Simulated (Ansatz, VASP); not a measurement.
# WC: VASP beside Ansatz

One calculation is typed for both programs; each brings its own data sets. How far apart do they land? The cell is taken from a series of runs on this material, whose earlier steps may have relaxed, scaled, displaced or heated it; both programs get it as it stands.

Calculated with Ansatz 0.2.0; plane waves, with VASP 6.6.1 beside it; zone-centre phonons at PBEsol and relaxation of cell and atoms at PBEsol.

## Step 1: The structure

It takes space group Fm-3m (No. 225, cubic). Conventional cell: a = 4.345 Å, b = 4.345 Å, c = 4.345 Å, α = 90.00°, β = 90.00°, γ = 90.00°. Nearest to W lie 6 C at 2.17 Å. Nearest to C lie 6 W at 2.17 Å. Farther neighbours are not listed.

## Step 2: VASP: zone-centre phonons, PBEsol

Second derivatives magnify differences that forces hide, and they need a tight electronic threshold.

Lines of VASP's logs that name or quote its potential files are left out, and so is its time.

The input, INCAR:

```
SYSTEM = WC
PREC = Accurate
ENCUT = 600
EDIFF = 1E-08
NELM = 120
ISMEAR = 1
SIGMA = 0.15
LREAL = .FALSE.
ALGO = Normal
GGA = PS
NBANDS = 11
LASPH = .TRUE.
LORBIT = 11
LWAVE = .FALSE.
LCHARG = .FALSE.
ISIF = 2
IBRION = 8
GGA_COMPAT = .FALSE.
KPAR = 2
```

The input, POSCAR:

```
WC
1.0
    0.0000000000      2.1726318679      2.1726318679
    2.1726318679      0.0000000000      2.1726318679
    2.1726318679      2.1726318679      0.0000000000
W C
1 1
Direct
    0.0000000000      0.0000000000      0.0000000000
    0.5000000000      0.5000000000      0.5000000000
```

The input, KPOINTS:

```
Automatic mesh
0
Gamma
16 16 16
0 0 0
```

PAW data sets: W and C (PBE family, release 64).

Run with:

```bash
$ mpirun -np 2 vasp_std
```

Numbers of over 12 decimals in the logs are rounded to 6 here.

Output:

```text
[banner, memory and clock lines left out]
running    2 mpi-ranks, on    1 nodes
 distrk:  each k-point on    1 cores,    2 groups
 distr:  one band on    1 cores,    1 groups

 POSCAR found type information on POSCAR W C
 POSCAR found :  2 types and       2 ions
|                                                                             |
|               ----> ADVICE to this user running VASP <----                  |
|                                                                             |
|     You enforced a specific xc type in the INCAR file but a different       |
|     [... a line on the potential file left out ...]
|     I HOPE YOU KNOW WHAT YOU ARE DOING!                                     |
|                                                                             |

 LDA part: xc-table for (Slater+PW92), standard interpolation
 POSCAR, INCAR and KPOINTS ok, starting setup
 FFT: planning ... GRIDC
 FFT: planning ... GRID_SOFT
 FFT: planning ... GRID
 WAVECAR not read
 entering main loop
       N       E                     dE             d eps       ncg     rms          rms(c)
DAV:   1     0.285985071529E+02    0.28599E+02   -0.54490E+03  3190   0.924E+02
DAV:   2    -0.240790502035E+02   -0.52678E+02   -0.49860E+02  3613   0.212E+02
DAV:   3    -0.263945485296E+02   -0.23155E+01   -0.22740E+01  3918   0.366E+01
DAV:   4    -0.264151984916E+02   -0.20650E-01   -0.20573E-01  3483   0.386E+00
DAV:   5    -0.264153128518E+02   -0.11436E-03   -0.11434E-03  3923   0.261E-01    0.348E+01
DAV:   6    -0.231694007538E+02    0.32459E+01   -0.15447E+01  3688   0.242E+01    0.114E+01
DAV:   7    -0.231007963452E+02    0.68604E-01   -0.71912E-01  3283   0.668E+00    0.870E+00
DAV:   8    -0.230630744266E+02    0.37722E-01   -0.12164E-01  3609   0.256E+00    0.253E+00
DAV:   9    -0.230556768262E+02    0.73976E-02   -0.20289E-02  3389   0.919E-01    0.268E-01
DAV:  10    -0.230555216912E+02    0.15514E-03   -0.93104E-04  3776   0.281E-01    0.254E-01
DAV:  11    -0.230555066913E+02    0.15000E-04   -0.73740E-05  3526   0.598E-02    0.547E-03
DAV:  12    -0.230555023439E+02    0.43474E-05   -0.26891E-06  3691   0.106E-02    0.284E-02
DAV:  13    -0.230555022719E+02    0.71976E-07   -0.10206E-06  3876   0.794E-03    0.168E-03
DAV:  14    -0.230555022695E+02    0.24556E-08   -0.19408E-08  3221   0.125E-03
   1 F= -.23055502E+02 E0= -.23055324E+02  d E =-.536086E-03
 Linear response reoptimize wavefunctions to high precision
DAV:   1    -0.230555022921E+02   -0.22571E-07   -0.32763E-09  3225   0.400E-04
DAV:   2    -0.230555022920E+02    0.54570E-11   -0.12592E-10  1931   0.106E-04
 Linear response DOF=           2
 Linear response progress:
  Degree of freedom:   1/  2
       N       E                     dE             d eps       ncg     rms          rms(c)
RMM:   1    -0.111097925554E+00   -0.11110E+00   -0.77321E-02 15289   0.194E+00
RMM:   2    -0.110115649305E+00    0.98228E-03   -0.25610E-03 11849   0.368E-01    0.140E-01
RMM:   3    -0.109605830523E+00    0.50982E-03   -0.19766E-04 12237   0.950E-02    0.781E-02
RMM:   4    -0.109494603882E+00    0.11123E-03   -0.30847E-04 12070   0.113E-01    0.114E-02
RMM:   5    -0.109522185459E+00   -0.27582E-04   -0.27161E-06 12796   0.124E-02    0.289E-03
RMM:   6    -0.109533146330E+00   -0.10961E-04   -0.62568E-08 12692   0.181E-03    0.812E-04
RMM:   7    -0.109534219799E+00   -0.10735E-05   -0.17801E-08 12456   0.794E-04    0.104E-04
RMM:   8    -0.109533839043E+00    0.38076E-06   -0.32275E-12 13038   0.120E-04    0.332E-05
RMM:   9    -0.109533580401E+00    0.25864E-06   -0.13747E-09 13099   0.459E-05    0.433E-06
RMM:  10    -0.109533583184E+00   -0.27834E-08   -0.22149E-09 13340   0.280E-05    0.132E-06
 first order change of Fermi-energy   0.38136E-03
 force on displaced ion       1 direction 1 :  -7.431   0.000   0.000
 Linear response progress:
  Degree of freedom:   2/  2
       N       E                     dE             d eps       ncg     rms          rms(c)
RMM:   1    -0.122804667656E+00   -0.12280E+00    0.36865E-02 17482   0.211E+00
RMM:   2    -0.120517374659E+00    0.22873E-02   -0.25793E-03 11903   0.460E-01    0.174E-01
RMM:   3    -0.120768887737E+00   -0.25151E-03   -0.63416E-04 11123   0.164E-01    0.839E-02
RMM:   4    -0.121693185814E+00   -0.92430E-03   -0.43565E-04 11163   0.132E-01    0.183E-02
RMM:   5    -0.121692392143E+00    0.79367E-06   -0.60734E-06 12477   0.200E-02    0.150E-03
RMM:   6    -0.121709507330E+00   -0.17115E-04   -0.20559E-07 12255   0.291E-03    0.608E-04
RMM:   7    -0.121705767607E+00    0.37397E-05   -0.51423E-09 12652   0.613E-04    0.126E-04
RMM:   8    -0.121706880238E+00   -0.11126E-05   -0.59587E-10 12738   0.147E-04    0.181E-05
RMM:   9    -0.121706887761E+00   -0.75234E-08    0.21659E-09 13075   0.414E-05    0.352E-06
 first order change of Fermi-energy   0.19054E-03
 force on displaced ion       2 direction 1 :  -7.430   0.000   0.000
 Linear response finished
```

From OUTCAR (step 2):

```text
ion  position               nearest neighbor table
   1  0.000  0.000  0.000-   2 2.17   2 2.17   2 2.17   2 2.17   2 2.17   2 2.17
   2  0.500  0.500  0.500-   1 2.17   1 2.17   1 2.17   1 2.17   1 2.17   1 2.17

  LATTYP: Found a face centered cubic cell.
 ALAT       =     4.3452637358

 Subroutine GETGRP returns: Found 48 space group operations
 (whereof 48 operations were pure point group operations)

The static configuration has the point symmetry O_h .

 Found    145 irreducible k-points:

   k-points           NKPTS =    145   k-points in BZ     NKDIM =    145   number of bands    NBANDS=     11

   dimension x,y,z NGX =    28 NGY =   28 NGZ =   28
   dimension x,y,z NGXF=    56 NGYF=   56 NGZF=   56

   ENCUT  =  600.0 eV  44.10 Ry    6.64 a.u.   6.14  6.14  6.14*2*pi/ulx,y,z

   NELECT =      10.0000    total number of electrons

 k-points in reciprocal lattice and weights: Automatic mesh
   0.00000000  0.00000000  0.00000000       0.000
   0.06250000  0.00000000  0.00000000       0.002
   0.12500000  0.00000000  0.00000000       0.002
   0.18750000  0.00000000  0.00000000       0.002
   0.25000000  0.00000000  0.00000000       0.002
   0.31250000  0.00000000  0.00000000       0.002
   0.37500000  0.00000000  0.00000000       0.002
   0.43750000  0.00000000  0.00000000       0.002
   0.50000000  0.00000000  0.00000000       0.001
[...]
-0.31250000  0.50000000  0.18750000       0.003
  -0.25000000  0.50000000  0.25000000       0.001

 average (electrostatic) potential at core
       1 -36.8033       2 -46.0089

  Total        0.0320170      0.0320170      0.0320170      0.0000000      0.0000000      0.0000000
  in kB        2.5009371      2.5009371      2.5009371      0.0000000      0.0000000      0.0000000
  external PRESSURE =       2.5009371 kB  Pullay stress =       0.0000000 kB

  energy-cutoff  :      600.00
  volume of cell :       20.51
      direct lattice vectors                 reciprocal lattice vectors
     0.000000000  2.172631868  2.172631868    -0.230135628  0.230135628  0.230135628
     2.172631868  0.000000000  2.172631868     0.230135628 -0.230135628  0.230135628
     2.172631868  2.172631868  0.000000000     0.230135628  0.230135628 -0.230135628

 POSITION                                       TOTAL-FORCE (eV/Angst)
 -----------------------------------------------------------------------------------
      0.00000      0.00000      0.00000        -0.000000     -0.000000      0.000000
      2.17263      2.17263      2.17263         0.000000      0.000000     -0.000000
 -----------------------------------------------------------------------------------
    total drift:                                0.000000      0.000000      0.000000

 Eigenvectors and eigenvalues of the dynamical matrix
 ----------------------------------------------------

   1 f  =   12.691332 THz    79.741989 2PiTHz  423.337257 cm-1    52.487107 meV
             X         Y         Z           dx          dy          dz
      0.000000  0.000000  0.000000     0.000000    0.247648    0.000000
      2.172632  2.172632  2.172632     0.000000   -0.968850    0.000000

   2 f  =   12.691332 THz    79.741989 2PiTHz  423.337257 cm-1    52.487107 meV
             X         Y         Z           dx          dy          dz
      0.000000  0.000000  0.000000    -0.247648    0.000000    0.000000
      2.172632  2.172632  2.172632     0.968850    0.000000    0.000000

   3 f  =   12.691332 THz    79.741989 2PiTHz  423.337257 cm-1    52.487107 meV
             X         Y         Z           dx          dy          dz
      0.000000  0.000000  0.000000     0.000000    0.000000   -0.247648
      2.172632  2.172632  2.172632     0.000000    0.000000    0.968850

   4 f/i=    0.000146 THz     0.000919 2PiTHz    0.004878 cm-1     0.000605 meV
             X         Y         Z           dx          dy          dz
      0.000000  0.000000  0.000000     0.968850    0.000000    0.000000
      2.172632  2.172632  2.172632     0.247648    0.000000    0.000000

   5 f/i=    0.000146 THz     0.000919 2PiTHz    0.004878 cm-1     0.000605 meV
             X         Y         Z           dx          dy          dz
      0.000000  0.000000  0.000000     0.000000    0.000000    0.968850
      2.172632  2.172632  2.172632     0.000000    0.000000    0.247648

   6 f/i=    0.000146 THz     0.000919 2PiTHz    0.004878 cm-1     0.000605 meV
             X         Y         Z           dx          dy          dz
      0.000000  0.000000  0.000000     0.000000   -0.968850    0.000000
      2.172632  2.172632  2.172632     0.000000   -0.247648    0.000000

 ELASTIC MODULI CONTR FROM IONIC RELAXATION (kBar)
 Direction    XX          YY          ZZ          XY          YZ          ZX
 --------------------------------------------------------------------------------
 XX           0.0000      0.0000      0.0000      0.0000      0.0000      0.0000
 YY           0.0000      0.0000      0.0000      0.0000      0.0000      0.0000
 ZZ           0.0000      0.0000      0.0000      0.0000      0.0000      0.0000
 XY           0.0000      0.0000      0.0000      0.0000      0.0000      0.0000
 YZ           0.0000      0.0000      0.0000      0.0000      0.0000      0.0000
 ZX           0.0000      0.0000      0.0000      0.0000      0.0000      0.0000
 --------------------------------------------------------------------------------
```

Energies printed during the response cycles are not total energies of the cell. The data set W keeps the semicore shell frozen, which is cheaper and a little less accurate.

## Step 3: Ansatz: zone-centre phonons, PBEsol

Ansatz runs on its default PAW (the set named soft_2) files.

The same cell, functional, mesh and smearing now go to Ansatz, which takes its cutoff from its data sets.

The input, input.yaml:

```yaml
crystal:
  lattice:
    - [0.0, 2.1726318679, 2.1726318679]
    - [2.1726318679, 0.0, 2.1726318679]
    - [2.1726318679, 2.1726318679, 0.0]
  atoms:
    - { symbol: W, position: [0.0, 0.0, 0.0] }
    - { symbol: C, position: [0.5, 0.5, 0.5] }
kpoints:
  mp_grid: { grid: [16, 16, 16] }
hamiltonian:
  xc: pbesol
scf:
  occupations: { method: methfessel_paxton, width: 0.15 }
output:
  eigenvalues: true
phonons:
  method: dfpt
```

Run with:

```bash
$ ansatz run input.yaml --threads 4 --pin off --max-ram 7168MiB --backend cpu --events-out ev --progress --plain --runs-dir out
```

Output:

```text
Engine: ansatz 0.2.0, aarch64-unknown-linux-gnu
Pseudopotentials: kind: paw
Pseudopotential: W, paw, valence charge 14, recommended cutoff 420 eV (normal), W.paw.azcp
Pseudopotential: C, paw, valence charge 4, recommended cutoff 420 eV (normal), C.paw.azcp
Functional definition: PBEsol
  exchange = pbesol_x
  correlation = pbesol_c
Crystal: 2 atoms, lattice volume = 20.511 Å³
Basis set: ecut = 420 eV, 411 PW (Γ), exchange–correlation on 48×48×48 points (8 copies of the dense FFT grid, shifted against one another)
Bands: 13, of which v1, the nominal top of the filled ones, is band 9 counted from 1 (8 counted from 0)
Symmetry: 48 space group operations
k-points: 349 of 4096 (irreducible under 8 space group operations, time reversal used)
Non-local potential: W, projectors of the file, l = 0: 3, l = 1: 2, l = 2: 2, l = 3: 1
Non-local potential: C, projectors of the file, l = 0: 2, l = 1: 2, l = 2: 1
PAW form: soft (Blöchl's): semilocal exchange-correlation on the pseudo side does not see the compensation charge
PAW frozen core: W, regenerated for the run's functional, and the local potential with it (the file was generated under x = pbe(κ = 0.804, μ = 0.219515), c = pbe(β = 0.066725))
PAW frozen core: C, regenerated for the run's functional, and the local potential with it (the file was generated under x = pbe(κ = 0.804, μ = 0.219515), c = pbe(β = 0.066725))
PAW one-centre angular grid: W, 590 points (default); XC on 64 Gauss nodes
PAW one-centre angular grid: C, 110 points (default); XC on 64 Gauss nodes
Initial density: superposition of atomic densities (neutral atoms: chi_scale 0, normalization atom), corrected by the library's trained network
Initial wavefunctions: pseudopotential atomic-orbital guess
Functional: x = pbesol(κ = 0.804, μ = 0.123457), c = pbesol(β = 0.046)
SCF iter   1: F=—  HF=-10502.827429 eV  |F-HF|=—  |Δ(HF+E_count)|=         —  Δρ=6.87e-3  dr2=8.32e-3  ethr=1.77e-3  ⟨swp⟩=5.0  Hψ=49198  notcnv=0  defer=236
automatic band count: the SCF goes on with 17 bands, as 13 were too few: the levels above may hold too much charge
preconditioner: auto → none  [metal: Δε(μ)=0.033 eV  Ē_g=14.872 eV  σ=0.150 eV  W_gap=0.18  n_scr=8 (ndim 8)  ℏωp=25.9 eV  f_vac=0.000  D(μ)=1.10/eV (n_scr^D=14)  sad-step TF]
SCF iter   2: F=—  HF=-10502.826428 eV  |F-HF|=—  |Δ(HF+E_count)|=   1.00e-3  S|Δr|=    0.00e0  Δρ=4.49e-3  dr2=3.92e-3  ethr=4.62e-5  ⟨swp⟩=1.0  Hψ=8725  notcnv=0  defer=242
SCF iter   3: F=—  HF=-10502.825626 eV  |F-HF|=—  |Δ(HF+E_count)|=   8.02e-4  S|Δr|=    0.00e0  Δρ=5.26e-4  dr2=3.97e-5  ethr=2.18e-5  ⟨swp⟩=1.9  Hψ=6069  notcnv=0  defer=242
SCF iter   4: F=—  HF=-10502.825610 eV  |F-HF|=—  |Δ(HF+E_count)|=   1.67e-5  S|Δr|=    0.00e0  Δρ=1.11e-4  dr2=1.61e-6  ethr=2.21e-7  ⟨swp⟩=2.5  Hψ=7760  notcnv=0  defer=242
SCF iter   5: F=—  HF=-10502.825610 eV  |F-HF|=—  |Δ(HF+E_count)|=   6.41e-7  S|Δr|=    0.00e0  Δρ=1.66e-5  dr2=3.90e-8  ethr=8.96e-9  ⟨swp⟩=2.1  Hψ=6382  notcnv=0  defer=242
SCF iter   6: F=—  HF=-10502.825610 eV  |F-HF|=—  |Δ(HF+E_count)|=   1.38e-8  S|Δr|=    0.00e0  Δρ=1.77e-6  dr2=1.81e-10  ethr=2.17e-10  ⟨swp⟩=2.4  Hψ=7552  notcnv=0  defer=242
SCF iter   7: F=-10502.825610 eV  HF=-10502.825610 eV  |F-HF|=9.09e-12  |Δ(HF+E_count)|=  2.36e-11  S|Δr|=    0.00e0  Δρ=2.71e-7  dr2=7.04e-12  ethr=1.00e-12  ⟨swp⟩=10.0  Hψ=28566  notcnv=0
SCF 1 converged in 7 iterations: F = -10502.825610 eV  dr2 = 7.04e-12
  greatest PAW one-centre occupation: 1.000 electrons in one spin orbital (limit 2), on the W atom at site 0 (counted from 0), in its partial waves of l = 0
DFPT response loops at Γ: preconditioner auto → Kerker (q_TF=auto, 2.670 Å⁻¹) (partly filled bands, converged f_vac=0.000); β = 1.00, the filter's whole step (`scf.mixing.beta` (0.50) is not read by the response loops under this deck's `scf.mixing.preconditioner`; to damp them name `kerker` or `kerker_dos`, under which they read `scf.mixing.beta`, and type it under 1.00, their step now; both keys bind the ground state too); Broyden in place of MSR1
SCF converged after 7 iterations
Stability not checked: this state was not tested for a lower state beside it, because cold or Methfessel-Paxton smearing, or corrected tetrahedra, fill the levels in a way that the test cannot read (fill_not_monotonic; see scf.lower_state_search)
Free energy (F): -10502.825610 eV
Harris-Foulkes:  -10502.825610 eV  (|F-HF|=9.09e-12)
Internal energy: -10502.825172 eV  (E = F + TS)
E sigma→0 (E₀):  -10502.825501 eV
Entropy (-TS):   -0.000438 eV (-0.219 meV/atom)
Fermi energy:    22.342013 eV
--- Per-component energies (eV) ---
  E_band       = -53.093945
  E_kinetic    = 543.317320
  E_local      = -642.343219  (includes V_loc(G=0)·N_el)
  E_nonlocal   = 29.087338
  E_hartree    = 225.334939
  E_xc         = -314.546214
  E_vxc        = -300.088453  (∫ρ·V_xc dr)
  E_paw        = -8531.162795  (= ΣΔE_a)
  E_vpaw       = -133.736773  (= ΣTr[D̂ρ^β])
  E_aug_tail   = -0.000070  (compensation charges beyond the density's cutoff)
  E_ewald      = -1812.755362
  E_core_change = 0.242893  (= ΣΔE_core)
  E_smearing   = -0.000438  (= −TS)
  E_closure    = 0.000000  (closes the sum)
  Σ components = -10502.825610   (vs F -10502.825610, Δ=0.00e0)
--- Band table (eV; the first three rows and the last of 349) ---
  k-point 0: bands = [... 5 lower, 19.4296, 19.4296, 19.4296, 21.2272, 21.2272, 21.2272, 21.2989, 21.2989, ... 4 higher]
  k-point 1: bands = [... 5 lower, 19.0203, 19.3434, 19.3434, 20.2416, 20.2416, 21.4101, 22.5940, 22.5940, ... 4 higher]
  k-point 2: bands = [... 5 lower, 18.1237, 18.6345, 18.6345, 20.1523, 20.1523, 21.7111, 24.0506, 24.0506, ... 4 higher]
  k-point 348: bands = [... 5 lower, 15.8301, 16.1065, 16.1065, 22.8087, 22.8087, 24.6969, 25.9143, 27.4806, ... 4 higher]
--- Phonons (Γ-DFPT): 2 representative perturbations + reference, on 349 of 4096 k-points (Σ response iterations 6) ---
  k mesh reduced under 8 symmetry operations, with k and −k counted as one. Each operation leaves every solved perturbation unchanged. A smaller set is not used because it would not reduce the number of displacements times k-points to solve
  ASR residual: 1.393e-4 → 0.000e0 eV/Å²; symmetrization residual: 5.670e-7 eV/Å²
  ASR residual per site (eV/Å²): 5.34e-5 1.39e-4
  Γ frequencies (cm⁻¹): 0.00 0.00 0.00 413.03 413.03 413.03
  non-analytic LO–TO correction: not included (Born effective charges unavailable; polar crystals: no LO–TO splitting at Γ)
```

Reading the cycles: dr2 is the Hartree energy of the density residual (eV), the measure of convergence; HF is the Harris–Foulkes estimate of the energy, which meets the free energy F at convergence.

## Step 4: Differences

Known differences besides the potentials themselves: the data sets hold 18 valence electrons in Ansatz (on its default PAW (the set named soft_2) files) and 10 in VASP; the cutoff is 420 eV in Ansatz and 600 eV in VASP; Ansatz makes its cores anew for this functional, VASP keeps those of its PBE data sets. Total energies have different zeros and are not compared.

The two programs side by side:

```
                  quantity  Ansatz   VASP  difference
optical mode 1 to 3 (cm⁻¹)   413.0  423.3     -2.43 %
```

Modes are paired by rising frequency, not by their patterns, so a pair may set unlike modes beside each other; they are those without the splitting of longitudinal modes.

(Continued in part 2 of 2.)

[Lines on the potential files, build, host, timing and source positions are cut from VASP's logs without a mark.]

[Logs are printed without paths, hosts, clocks, repeated set-up lines and the standing remarks that a program may print on its own settings, such as how far it seeks lower states.]

[Hosts, paths, dates, database ids (printed as entryN), source tags and the programs' standing remarks are cut or masked in the printed files.]
